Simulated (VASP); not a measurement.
```xyz
8
Lattice="0.0000 2.2447 2.2447 2.2447 0.0000 2.2447 9.0018 9.0018 -0.0231" Properties=species:S:1:pos:R:3 pbc="T T T"
Zr     0.0000     0.0000     0.0000
C      2.3051     2.3051     2.1842
C      4.5142     4.5142     2.2198
C      6.7322     6.7322     2.2465
C      8.9413     8.9413     2.2820
Ta     4.5254     4.5254     4.4533
Ta     4.5009     4.5009    -0.0115
Ta     6.7210     6.7210     0.0130
```

Method: PBEsol GGA, VASP's PBE PAW potentials (set 64) (plane waves; VASP 6.6.1). Run with 520 eV cut-off, 13×13×4 Γ-centred mesh, tetrahedra with Blöchl corrections, potentials Zr_sv C Ta_pv.

The cores are frozen, which limits the accuracy of field gradients.

### Question
Give the principal components of the electric field gradient (V/Å²) and the asymmetry η at each nucleus.

### Answer

```json
[
 {"atom": "Zr1", "Vxx": "-6.6", "Vyy": "-6.6", "Vzz": "13.2", "η": "0.00"},
 {"atom": "C2", "Vxx": "0.2", "Vyy": "0.2", "Vzz": "-0.4", "η": "-"},
 {"atom": "C3", "Vxx": "0.2", "Vyy": "0.2", "Vzz": "-0.5", "η": "-"},
 {"atom": "C4", "Vxx": "0.2", "Vyy": "0.2", "Vzz": "-0.5", "η": "-"},
 {"atom": "C5", "Vxx": "0.2", "Vyy": "0.2", "Vzz": "-0.4", "η": "-"},
 {"atom": "Ta6", "Vxx": "11.8", "Vyy": "11.8", "Vzz": "-23.6", "η": "0.00"},
 {"atom": "Ta7", "Vxx": "1.7", "Vyy": "1.7", "Vzz": "-3.3", "η": "0.00"},
 {"atom": "Ta8", "Vxx": "11.8", "Vyy": "11.8", "Vzz": "-23.6", "η": "0.00"}
]
```

The structure was generated: Ta3ZrC4 was put into an ordered model structure (R-3m), which need not be its known phase. It was relaxed first.
